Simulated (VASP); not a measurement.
These are r2SCAN meta-GGA, VASP's PBE PAW potentials (set 64) (plane waves; VASP) values and carry that method's errors.

VASP input:

File KPOINTS:
```
Automatic mesh
0
Gamma
13 13 7
0 0 0
```

### INCAR
```
ALGO  =  Normal
EDIFF  =  1E-5
EDIFFG  =  -0.03
ENCUT  =  400
IBRION  =  2
ISIF  =  2
ISMEAR  =  1
LASPH  =  .TRUE.
LCHARG  =  .FALSE.
LMAXMIX  =  4
LMIXTAU  =  .TRUE.
LREAL  =  .FALSE.
LWAVE  =  .FALSE.
METAGGA  =  R2SCAN
NELM  =  100
NELMIN  =  4
NSW  =  20
PREC  =  Normal
SIGMA  =  0.1
SYSTEM  =  Y
```

### POSCAR
```
Y
1
    3.6842806477     0.0000000000     0.0000000000
   -1.8421403238     3.1906809197     0.0000000000
    0.0000000000     0.0000000000     5.6768245096
Y
2
Direct
  0.6666670000   0.3333330000   0.7500000000
  0.3333330000   0.6666670000   0.2500000000
```

POTCAR, in this order: Y_sv (PBE.64 set). Program: vasp_std.

The run wrote:

OSZICAR:
```
       N       E                     dE             d eps       ncg     rms          rms(c)
DAV:   1     0.491027417048E+02    0.49103E+02   -0.10482E+04  2528   0.119E+03
DAV:   2    -0.389735258109E+02   -0.88076E+02   -0.87104E+02  3164   0.266E+02
DAV:   3    -0.477175713329E+02   -0.87440E+01   -0.86778E+01  4854   0.479E+01
DAV:   4    -0.479396556399E+02   -0.22208E+00   -0.22174E+00  2912   0.849E+00
DAV:   5    -0.479473194119E+02   -0.76638E-02   -0.76617E-02  3597   0.113E+00    0.313E+01
DAV:   6    -0.422620445492E+02    0.56853E+01   -0.94384E+00  3156   0.150E+01    0.220E+01
DAV:   7    -0.402422976770E+02    0.20197E+01   -0.49034E+00  4396   0.118E+01    0.354E+00
DAV:   8    -0.394702005698E+02    0.77210E+00   -0.24693E+00  4338   0.105E+01    0.563E+00
DAV:   9    -0.402825223874E+02   -0.81232E+00   -0.15235E+00  2520   0.978E+00    0.391E+00
DAV:  10    -0.405275140524E+02   -0.24499E+00   -0.86805E-02  2788   0.294E+00    0.416E-01
DAV:  11    -0.405531937478E+02   -0.25680E-01   -0.55740E-02  2962   0.215E+00    0.122E+00
DAV:  12    -0.405369772753E+02    0.16216E-01   -0.70839E-03  2618   0.856E-01    0.318E-01
DAV:  13    -0.405433068481E+02   -0.63296E-02   -0.31167E-03  3143   0.450E-01    0.355E-01
DAV:  14    -0.405354522553E+02    0.78546E-02   -0.19758E-03  2562   0.436E-01    0.293E-01
DAV:  15    -0.405408632769E+02   -0.54110E-02   -0.34703E-03  2597   0.556E-01    0.582E-02
DAV:  16    -0.405410749474E+02   -0.21167E-03   -0.23058E-04  3395   0.143E-01    0.380E-02
DAV:  17    -0.405409246066E+02    0.15034E-03   -0.15478E-04  3487   0.978E-02    0.196E-02
DAV:  18    -0.405409549268E+02   -0.30320E-04   -0.48853E-05  2341   0.613E-02    0.269E-02
DAV:  19    -0.405409335532E+02    0.21374E-04   -0.10454E-05  1645   0.302E-02    0.181E-02
DAV:  20    -0.405409497099E+02   -0.16157E-04   -0.44470E-06  1449   0.169E-02    0.505E-03
DAV:  21    -0.405409401960E+02    0.95139E-05   -0.12584E-06  1407   0.101E-02
   1 F= -.40540940E+02 E0= -.40540268E+02  d E =-.405409E+02
```

OUTCAR:
```
------------------------ aborting loop because EDIFF is reached ----------------------------------------
  FORCE on cell =-STRESS in cart. coord.  units (eV):
  Direction    XX          YY          ZZ          XY          YZ          ZX
  --------------------------------------------------------------------------------------
  Total        0.0629340      0.0629340      0.0754560      0.0000000      0.0000000      0.0000000
  in kB        1.5109637      1.5109640      1.8116016      0.0000000      0.0000000      0.0000000
  external PRESSURE =       1.6111764 kB  Pullay stress =       0.0000000 kB
  volume of cell :       66.73
      direct lattice vectors                 reciprocal lattice vectors
     3.684280648  0.000000000  0.000000000     0.271423405  0.156706362  0.000000000
    -1.842140324  3.190680920  0.000000000     0.000000000  0.313412724  0.000000000
     0.000000000  0.000000000  5.676824510     0.000000000  0.000000000  0.176154820
 POSITION                                       TOTAL-FORCE (eV/Angst)
 -----------------------------------------------------------------------------------
      1.84214      1.06356      4.25762        -0.000000      0.000000      0.000000
     -0.00000      2.12712      1.41921         0.000000     -0.000000      0.000000
 -----------------------------------------------------------------------------------
    total drift:                               -0.000411      0.000317     -0.000008
  FREE ENERGIE OF THE ION-ELECTRON SYSTEM (eV)
  ---------------------------------------------------
  free  energy   TOTEN  =       -40.5409401960 eV

  energy  without entropy=      -40.5389243873  energy(sigma->0) =      -40.54026826

 reached required accuracy - stopping structural energy minimisation
```
(Selected blocks of OUTCAR.)

The compound is Y in the hcp structure. It was relaxed first.
